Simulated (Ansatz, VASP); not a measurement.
# Cross-check of B2O3 (glassy B2O3) between VASP and Ansatz

Wanted: the spread between two codes on one cell, functional and k mesh. The cell is taken from a series of runs on this material, whose earlier steps may have relaxed, scaled, displaced or heated it; both programs get it as it stands.

Main program and level: Ansatz 0.2.0; plane waves, with VASP 6.6.1 beside it; LDA.

## (1) The starting structure

The cell holds 220 atoms: 88 B and 132 O. Its edges and angles: a = 13.843 Å, b = 13.843 Å, c = 13.843 Å, α = 90.0°, β = 90.0°, γ = 90.0°. As first built, before any earlier steps moved the atoms or strained the cell (in the runner's words): 220 atoms (88 B, 132 O) placed at random at 1.93 g/cm^3, melted at 3000 K for 20 ps at fixed volume with the Buckingham and Coulomb pair potential of Guillot and Sator (Geochim. Cosmochim. Acta 71, 1249 (2007)) with the boron terms of Wang et al. (J. Non-Cryst. Solids 498, 294 (2018)). Quenched from 3000 K to 300 K at 100 K/ps and fixed volume, held 10 ps at zero pressure.

## (2) VASP: single point, LDA

A single point takes one fixed geometry, so differences don't come from the geometry; what else differs is listed under the comparison.

Lines of VASP's logs that name or quote its potential files are left out, and so is its time.

Input file INCAR:

```
SYSTEM = B2O3
PREC = Accurate
ENCUT = 600
EDIFF = 1E-06
NELM = 120
ISMEAR = -1
SIGMA = 0.025
LREAL = Auto
ALGO = Normal
GGA = PW92
NBANDS = 682
LORBIT = 11
LWAVE = .FALSE.
LCHARG = .FALSE.
ISIF = 2
LASPH = .TRUE.
GGA_COMPAT = .FALSE.
EFERMI = MIDGAP
```

Input file POSCAR:

```
B2O3
1.0
   13.8434500000      0.0000000000      0.0000000000
    0.0000000000     13.8434500000      0.0000000000
    0.0000000000      0.0000000000     13.8434500000
B O
88 132
Direct
    0.6303900000      0.1261300000      0.4328000000
    0.3082000000      0.2148700000      0.9907000000
    0.9046000000      0.8914600000      0.4513700000
    0.0366600000      0.2005200000      0.7417100000
    0.0377800000      0.6879600000      0.5265100000
    0.3072100000      0.7758800000      0.8368800000
    0.6014700000      0.2492000000      0.9745900000
    0.3348400000      0.5132500000      0.4272000000
    0.0637400000      0.7515000000      0.3460700000
    0.4059400000      0.0492300000      0.2058900000
    0.9735200000      0.5189400000      0.1526000000
    0.7291400000      0.8733400000      0.8767500000
    0.1103300000      0.8290800000      0.7152300000
    0.1766000000      0.6225100000      0.2761200000
    0.7397100000      0.7894100000      0.4644400000
    0.2267900000      0.3548000000      0.4023200000
    0.7001900000      0.8828400000      0.1974200000
    0.6781000000      0.6557200000      0.9662100000
    0.4888800000      0.5861200000      0.3248600000
    0.6147800000      0.3328400000      0.2955300000
    0.8979200000      0.0269600000      0.3047100000
    0.5841600000      0.7430400000      0.1151800000
    0.8026000000      0.0263100000      0.6447600000
    0.0014900000      0.3648200000      0.6427300000
    0.3556200000      0.4998800000      0.8980600000
    0.8750400000      0.6742000000      0.6440600000
    0.7514000000      0.1453300000      0.2897600000
    0.0923700000      0.1524100000      0.2862600000
    0.9943500000      0.7042700000      0.0770300000
    0.9813300000      0.4154100000      0.9446700000
[... 184 atom lines left out ...]
    0.3560800000      0.2798300000      0.2383800000
    0.8532900000      0.0099200000      0.7300000000
    0.1832800000      0.5993100000      0.0078300000
    0.0362600000      0.7457900000      0.4439600000
    0.9112000000      0.9622200000      0.3799100000
    0.0495600000      0.9282900000      0.0145700000
```

Input file KPOINTS:

```
Automatic mesh
0
Gamma
1 1 1
0 0 0
```

Potentials, in the order of the species: B and O (LDA family, release 64).

The run is started by

```console
$ export OMP_NUM_THREADS=3
$ mpirun -np 1 vasp_gam
```

Numbers of over 12 decimals in the logs are rounded to 6 here.

Output:

```text
[banner, memory and clock lines left out]
running    1 mpi-ranks, on    1 nodes
[...]
Offloading initialized ...    1 GPUs detected
[...]
|                                                                             |
|               ----> ADVICE to this user running VASP <----                  |
|                                                                             |
|     You enforced a specific xc type in the INCAR file but a different       |
|     [... a line on the potential file left out ...]
|     I HOPE YOU KNOW WHAT YOU ARE DOING!                                     |
|                                                                             |

 LDA part: xc-table for (Slater(with rela. corr.)+PW92), standard interpolation
 POSCAR, INCAR and KPOINTS ok, starting setup
[...]
entering main loop
       N       E                     dE             d eps       ncg     rms          rms(c)
DAV:   1     0.100392631918E+05    0.10039E+05   -0.68294E+05  1388   0.171E+03
DAV:   2    -0.115382344397E+04   -0.11193E+05   -0.10755E+05  1670   0.405E+02
DAV:   3    -0.204932742185E+04   -0.89550E+03   -0.88614E+03  1576   0.118E+02
DAV:   4    -0.206805608916E+04   -0.18729E+02   -0.18635E+02  1584   0.183E+01
[...]
DAV:  17    -0.189760973464E+04   -0.13814E-05   -0.11883E-04  1544   0.180E-02    0.230E-02
DAV:  18    -0.189760972580E+04    0.88386E-05   -0.47772E-05  1552   0.123E-02    0.535E-03
DAV:  19    -0.189760972653E+04   -0.72820E-06   -0.64748E-06  1464   0.524E-03
   1 F= -.18976097E+04 E0= -.18976097E+04  d E =-.359334E-13
```

OUTCAR, selected parts (step 2):

```text
  FREE ENERGIE OF THE ION-ELECTRON SYSTEM (eV)
  ---------------------------------------------------
  free  energy   TOTEN  =     -1897.6097265317 eV

  energy  without entropy=    -1897.6097265317  energy(sigma->0) =    -1897.60972653
```

The run ends at a pressure of -16.37 GPa, with forces up to 4.5 eV/Å.

## (3) Ansatz: single point, LDA

Ansatz runs on its default PAW (the set named soft_2) files.

The same cell, functional (in two slightly different forms), mesh and smearing now go to Ansatz, which takes its cutoff from its data sets.

Input file input.yaml:

```yaml
crystal:
  lattice:
    - [13.84345, 0.0, 0.0]
    - [0.0, 13.84345, 0.0]
    - [0.0, 0.0, 13.84345]
  atoms:
    - { symbol: B, position: [0.63039, 0.12613, 0.4328] }
    - { symbol: B, position: [0.3082, 0.21487, 0.9907] }
    - { symbol: B, position: [0.9046, 0.89146, 0.45137] }
    - { symbol: B, position: [0.03666, 0.20052, 0.74171] }
    - { symbol: B, position: [0.03778, 0.68796, 0.52651] }
    - { symbol: B, position: [0.30721, 0.77588, 0.83688] }
    - { symbol: B, position: [0.60147, 0.2492, 0.97459] }
    - { symbol: B, position: [0.33484, 0.51325, 0.4272] }
    - { symbol: B, position: [0.06374, 0.7515, 0.34607] }
    - { symbol: B, position: [0.40594, 0.04923, 0.20589] }
    - { symbol: B, position: [0.97352, 0.51894, 0.1526] }
    - { symbol: B, position: [0.72914, 0.87334, 0.87675] }
    - { symbol: B, position: [0.11033, 0.82908, 0.71523] }
    - { symbol: B, position: [0.1766, 0.62251, 0.27612] }
    - { symbol: B, position: [0.73971, 0.78941, 0.46444] }
    - { symbol: B, position: [0.22679, 0.3548, 0.40232] }
    - { symbol: B, position: [0.70019, 0.88284, 0.19742] }
    - { symbol: B, position: [0.6781, 0.65572, 0.96621] }
    - { symbol: B, position: [0.48888, 0.58612, 0.32486] }
    - { symbol: B, position: [0.61478, 0.33284, 0.29553] }
    - { symbol: B, position: [0.89792, 0.02696, 0.30471] }
    - { symbol: B, position: [0.58416, 0.74304, 0.11518] }
    - { symbol: B, position: [0.8026, 0.02631, 0.64476] }
    - { symbol: B, position: [0.00149, 0.36482, 0.64273] }
    - { symbol: B, position: [0.35562, 0.49988, 0.89806] }
    - { symbol: B, position: [0.87504, 0.6742, 0.64406] }
    - { symbol: B, position: [0.7514, 0.14533, 0.28976] }
    - { symbol: B, position: [0.09237, 0.15241, 0.28626] }
    - { symbol: B, position: [0.99435, 0.70427, 0.07703] }
    - { symbol: B, position: [0.98133, 0.41541, 0.94467] }
[... 184 atom lines left out ...]
    - { symbol: O, position: [0.35608, 0.27983, 0.23838] }
    - { symbol: O, position: [0.85329, 0.00992, 0.73] }
    - { symbol: O, position: [0.18328, 0.59931, 0.00783] }
    - { symbol: O, position: [0.03626, 0.74579, 0.44396] }
    - { symbol: O, position: [0.9112, 0.96222, 0.37991] }
    - { symbol: O, position: [0.04956, 0.92829, 0.01457] }
kpoints:
  mp_grid: { grid: [1, 1, 1] }
hamiltonian:
  xc: lda
scf:
  occupations: { method: fermi_dirac, width: 0.025 }
output:
  forces: true
  stress: true
  populations: true
  dos:
    method: { smearing: { sigma: 0.08 } }
    de: 0.1
    projected: { site_lists: { B: [B], O: [O] } }
  eigenvalues: true
  write_density: true
  write_potential: true
  volumetric_format: npy
```

The run is started by

```console
$ ansatz run input.yaml --threads 8 --pin off --max-ram 15872MiB --backend cpu --events-out ev --progress --plain --runs-dir out
```

Output:

```text
Engine: ansatz 0.2.0, x86_64-unknown-linux-gnu
Pseudopotentials: kind: paw
Pseudopotential: B, paw, valence charge 3, recommended cutoff 420 eV (normal), B.paw.azcp
Pseudopotential: O, paw, valence charge 6, recommended cutoff 420 eV (normal), O.paw.azcp
Functional definition: SPW92
  exchange = slater_x
  correlation = pw_c
Crystal: 220 atoms, lattice volume = 2652.974 Å³
Basis set: ecut = 420 eV, 51867 PW (Γ)
Bands: 748, of which v1, the nominal top of the filled ones, is band 528 counted from 1 (527 counted from 0)
Symmetry: 1 space group operations
Space group: P1 (ITA 1), of the structure as read, at distance tolerance 1.4e-4 Å
k-points: 1
Non-local potential: B, projectors of the file, l = 0: 2, l = 1: 2, l = 2: 1
Non-local potential: O, projectors of the file, l = 0: 2, l = 1: 2, l = 2: 1
PAW form: soft (Blöchl's): semilocal exchange-correlation on the pseudo side does not see the compensation charge
PAW frozen core: B, regenerated for the run's functional, and the local potential with it (the file was generated under x = pbe(κ = 0.804, μ = 0.219515), c = pbe(β = 0.066725))
PAW frozen core: O, regenerated for the run's functional, and the local potential with it (the file was generated under x = pbe(κ = 0.804, μ = 0.219515), c = pbe(β = 0.066725))
PAW one-centre angular grid: B, 110 points (default); XC on 64 Gauss nodes
PAW one-centre angular grid: O, 110 points (default); XC on 64 Gauss nodes
Initial density: superposition of atomic densities (neutral atoms: chi_scale 0, normalization atom), corrected by the library's trained network
Initial wavefunctions: pseudopotential atomic-orbital guess
Functional: x = slater, c = lda
SCF iter   1: F=—  HF=-86625.184249 eV  |F-HF|=—  |Δ(HF+E_count)|=         —  Δρ=1.43e-2  dr2=5.28e0  ethr=1.77e-3  ⟨swp⟩=6.0  Hψ=3263  notcnv=0  defer=143
preconditioner: auto → Resta (q_TF=auto, 2.340 Å⁻¹)  ε∞=3.1  [insulator: Δε(μ)=2.586 eV  Ē_g=16.084 eV  σ=0.025 eV  W_gap=1.00  n_scr=586 (ndim 8)  ℏωp=23.4 eV  f_vac=0.202  D(μ)=0.00/eV (n_scr^D=0)  ε∞_Penn≈3.1]
SCF iter   2: F=—  HF=-86623.749845 eV  |F-HF|=—  |Δ(HF+E_count)|=    1.43e0  Δρ=4.30e-3  dr2=3.65e-1  ethr=5.00e-4  ⟨swp⟩=2.0  Hψ=1263  notcnv=0  defer=214
SCF iter   3: F=—  HF=-86623.654622 eV  |F-HF|=—  |Δ(HF+E_count)|=   9.52e-2  Δρ=1.94e-3  dr2=1.35e-1  ethr=3.46e-5  ⟨swp⟩=5.0  Hψ=1064  notcnv=0  defer=214
SCF iter   4: F=—  HF=-86623.609456 eV  |F-HF|=—  |Δ(HF+E_count)|=   4.52e-2  Δρ=5.74e-4  dr2=9.03e-3  ethr=1.28e-5  ⟨swp⟩=4.0  Hψ=941  notcnv=0  defer=214
SCF iter   5: F=—  HF=-86623.608478 eV  |F-HF|=—  |Δ(HF+E_count)|=   9.78e-4  Δρ=3.10e-4  dr2=2.45e-3  ethr=8.56e-7  ⟨swp⟩=3.0  Hψ=1399  notcnv=0  defer=212
SCF iter   6: F=—  HF=-86623.608352 eV  |F-HF|=—  |Δ(HF+E_count)|=   1.26e-4  Δρ=7.51e-5  dr2=2.08e-4  ethr=2.32e-7  ⟨swp⟩=2.0  Hψ=936  notcnv=0  defer=212
SCF iter   7: F=—  HF=-86623.608413 eV  |F-HF|=—  |Δ(HF+E_count)|=   6.10e-5  Δρ=4.32e-5  dr2=4.46e-5  ethr=1.97e-8  ⟨swp⟩=2.0  Hψ=1064  notcnv=0  defer=212
SCF iter   8: F=—  HF=-86623.613066 eV  |F-HF|=—  |Δ(HF+E_count)|=   4.65e-3  Δρ=1.07e-5  dr2=3.92e-6  ethr=4.22e-9  ⟨swp⟩=3.0  Hψ=1069  notcnv=0  defer=212
SCF iter   9: F=—  HF=-86623.613071 eV  |F-HF|=—  |Δ(HF+E_count)|=   4.46e-6  Δρ=5.85e-6  dr2=8.82e-7  ethr=3.71e-10  ⟨swp⟩=3.0  Hψ=1065  notcnv=0  defer=212
SCF iter  10: F=—  HF=-86623.613071 eV  |F-HF|=—  |Δ(HF+E_count)|=   3.63e-7  Δρ=2.03e-6  dr2=1.32e-7  ethr=8.36e-11  ⟨swp⟩=3.0  Hψ=1065  notcnv=0  defer=212
SCF iter  11: F=-86623.613071 eV  HF=-86623.613071 eV  |F-HF|=2.16e-8  |Δ(HF+E_count)|=   1.08e-7  Δρ=6.20e-7  dr2=1.77e-8  ethr=9.47e-12  ⟨swp⟩=23.0  Hψ=6926  notcnv=0
SCF 1 converged in 11 iterations: F = -86623.613071 eV  dr2 = 1.77e-8
  greatest PAW one-centre occupation: 0.858 electrons in one spin orbital (limit 2), on the O atom at site 115 (counted from 0), in its partial waves of l = 0
SCF converged after 11 iterations
Free energy (F): -86623.613071 eV
Harris-Foulkes:  -86623.613071 eV  (|F-HF|=2.16e-8)
Internal energy: -86623.613071 eV  (E = F + TS)
E sigma→0 (E₀):  -86623.613071 eV
Fermi energy:    3.310026 eV
--- Per-component energies (eV) ---
  E_band       = -7297.523929
  E_kinetic    = 27114.289922
  E_local      = -80962.989111  (includes V_loc(G=0)·N_el)
  E_nonlocal   = 7663.844377
  E_hartree    = 29735.957949
  E_xc         = -12118.143291
  E_vxc        = -15313.269850  (∫ρ·V_xc dr)
  E_paw        = -25929.524558  (= ΣΔE_a)
  E_vpaw       = -5271.669288  (= ΣTr[D̂ρ^β])
  E_aug_tail   = 0.344456  (compensation charges beyond the density's cutoff)
  E_ewald      = -32144.219869
  E_core_change = 16.827054  (= ΣΔE_core)
  E_smearing   = -0.000000  (= −TS)
  E_closure    = 0.000000  (closes the sum)
  Σ components = -86623.613071   (vs F -86623.613071, Δ=0.00e0)
--- Forces (eV/Å), atoms counted from 1 ---
  atom   1  B      2.41069859    -0.13611298    -1.05155148
[...]
--- Löwdin populations: 220 sites ---
  site symbol       q [e]
     0      B      2.3542
     1      B      2.3599
     2      B      2.3507
     3      B      2.3461
     4      B      2.3560
     5      B      2.3585
     6      B      2.3439
     7      B      2.3512
     8      B      2.3433
     9      B      2.3759
    10      B      2.3560
    11      B      2.3846
    12      B      2.3646
    13      B      2.3601
    14      B      2.3498
    15      B      2.3431
    16      B      2.3591
    17      B      2.3869
    18      B      2.3447
    19      B      2.3691
    20      B      2.3409
    21      B      2.3737
    22      B      2.3553
    23      B      2.3410
[...]
212      O      6.3638
   213      O      6.3679
   214      O      6.3703
   215      O      6.3670
   216      O      6.3362
   217      O      6.3639
   218      O      6.3359
   219      O      6.3410
  spilling = 0.008815 (of n_electrons = 1056.000000)
```

In the SCF lines HF is the Harris–Foulkes energy and dr2 the Hartree energy of the density residual, in eV; the loop may stop once dr2 is under the threshold and the program's other checks hold. Hψ counts applications of the Hamiltonian.

## (4) Comparison

Known differences besides the potentials themselves: the two LDA forms differ slightly; the cutoff is 420 eV in Ansatz and 600 eV in VASP (PREC = Accurate, projectors in real space); VASP's log shows a relativistic correction to its local exchange, Ansatz's none. Total energies have different zeros and are not compared.

The two programs side by side:

```
              quantity  Ansatz    VASP  difference
        pressure (GPa)  -16.19  -16.37       +0.18
gap on the k mesh (eV)   1.610   1.608      +0.002
```

Forces on 9 of the 220 atoms, those with the largest forces and the largest differences (eV/Å; atoms numbered as in POSCAR):

```
atom         Ansatz x, y, z           VASP x, y, z
 B19   2.483, -0.559, 1.075   2.405, -0.578, 1.036
 B34  -2.247, 0.588, -1.374  -2.190, 0.637, -1.328
 B35  -3.445, -1.132, 1.144  -3.395, -1.118, 1.111
 B37    3.293, 1.202, 1.369    3.215, 1.183, 1.341
 B42   2.017, -0.969, 3.024   1.926, -0.926, 3.015
 B69   0.426, 0.173, -3.634   0.448, 0.186, -3.572
 B71   -3.767, 1.659, 1.765   -3.750, 1.635, 1.783
 B76  -3.412, -1.601, 0.071  -3.367, -1.627, 0.077
O167  -1.559, 3.054, -0.338  -1.557, 3.034, -0.341
```

The forces differ by 20 meV/Å r.m.s., which is 2.2 % of the r.m.s. force of 0.941 eV/Å (both taken over all components). A gap on the mesh is an upper bound, since the band edges may lie between its points.

## (5) Results

```
r.m.s. force difference (single point, LDA) : 2.2 % of the r.m.s. force
```

**Reading.** The r.m.s. force difference is 2.2 % of the r.m.s. force (single point, LDA), within the 3 % picked in this series as the mark of a large difference. Such differences can come from data sets, numerical settings and the points named under the comparisons, not from the functional's error against experiment.

[Lines on the potential files, build, host, timing and source positions are cut from VASP's logs without a mark.]

[Logs are printed without paths, hosts, clocks, repeated set-up lines and the standing remarks that a program may print on its own settings, such as how far it seeks lower states.]

[Hosts, paths, dates, database ids (printed as entryN), source tags and the programs' standing remarks are cut or masked in the printed files.]
